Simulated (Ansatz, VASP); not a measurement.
## AlW3C4: VASP beside Ansatz

The input run.py:

```python
from ase.calculators.vasp import Vasp
from ase.dft.bandgap import bandgap
from ase.spacegroup import crystal

atoms = crystal(
    ['W', 'W', 'W', 'Al', 'C', 'C', 'C', 'C'],
    basis=[[0.0, 0.5, 0.501655], [0.0, 0.0, 0.251347], [0.0, 0.5, 0.001881], [0.0, 0.0, 0.738896], [0.5, 0.0, 0.925522], [0.5, 0.5, 0.661687], [0.5, 0.0, 0.417669], [0.5, 0.5, 0.168044]],
    spacegroup=25,
    setting=1,
    cellpar=[2.832364, 2.947406, 10.137952, 90.0, 90.0, 90.0],
    primitive_cell=True,
)
calc = Vasp(
    directory='calc',
    xc='lda',
    pp='LDA',
    setups='minimal',
    prec='Accurate',
    encut=500,
    ediff=1e-06,
    ismear=0,
    sigma=0.1,
    lreal=False,
    lasph=True,
    nelm=60,
    algo='Fast',
    isif=2,
    lwave=False,
    lcharg=True,
    lelf=True,
    lvhar=True,
    kpts=[9, 9, 3],
    gamma=True,
    nbands=28,
)
atoms.calc = calc

print('energy (eV):', atoms.get_potential_energy())
print('free energy (eV):', atoms.get_potential_energy(force_consistent=True))
print('forces (eV/A):')
print(atoms.get_forces())
print('stress (eV/A^3, Voigt):', atoms.get_stress())
print('Fermi level (eV):', calc.get_fermi_level())
gap, top, bottom = bandgap(calc)
print('band gap (eV):', gap, 'from (spin, k, band)', top, 'to', bottom)
```

Contents of input.yaml:

```yaml
crystal:
  lattice:
    - [2.832364, 0.0, 0.0]
    - [0.0, 2.947406, 0.0]
    - [0.0, 0.0, 10.137952]
  atoms:
    - { symbol: W, position: [0.0, 0.5, 0.501655] }
    - { symbol: W, position: [0.0, 0.0, 0.251347] }
    - { symbol: W, position: [0.0, 0.5, 0.001881] }
    - { symbol: Al, position: [0.0, 0.0, 0.738896] }
    - { symbol: C, position: [0.5, 0.0, 0.925522] }
    - { symbol: C, position: [0.5, 0.5, 0.661687] }
    - { symbol: C, position: [0.5, 0.0, 0.417669] }
    - { symbol: C, position: [0.5, 0.5, 0.168044] }
hamiltonian:
  xc: lda
  pseudopotentials: { kind: paw }
kpoints:
  mp_grid: { grid: [9, 9, 3] }
scf:
  occupations: { method: gaussian, width: 0.1 }
output:
  forces: true
  stress: true
  eigenvalues: true
  write_density: true
  write_potential: true
  elf: true
  volumetric_format: npy
```

The cell comes from a database or a generator and needn't be the stable form of this composition.

Alike in both runs: task single point; functional LDA; k mesh 9 × 9 × 3; occupations gaussian, width 0.1 eV; no spin polarisation.

```csv
,VASP,Ansatz
version,VASP 6.6.1,Ansatz 0.2.0
potentials or method,"VASP PAW LDA potentials, release 64 (W, Al, C)",Ansatz PAW
plane-wave cutoff (eV),500,420
valence electrons in the cell,37,61
```

Ansatz gave:

| Quantity | Value |
| --- | --- |
| gap on the k mesh at the Fermi level (eV) | none |
| pressure (GPa) | -14.8 |
| largest component of the traceless stress (GPa) | 1.98 |
| rms of the force components (eV/Å) | 0.123 |

What did VASP give for the same quantities?

gap on the k mesh at the Fermi level (eV): none; pressure (GPa): -14.3; largest component of the traceless stress (GPa): 1.82; rms of the force components (eV/Å): 0.111.

Atom by atom the forces differ by 0.022 eV/Å (rms over components). A gap of «none» marks a metal or a gap that the smearing closes. The two sets of potentials don't hold the same shells in valence.

Caveats: the pressure holds a Pulay correction of +0.3 GPa for the finite cutoff (Ansatz); the PAW data sets come from PBE, with cores solved anew for the run's functional, which leaves a small shift of forces and pressure (Ansatz). Spin-orbit coupling is left out, which matters for the levels of W.
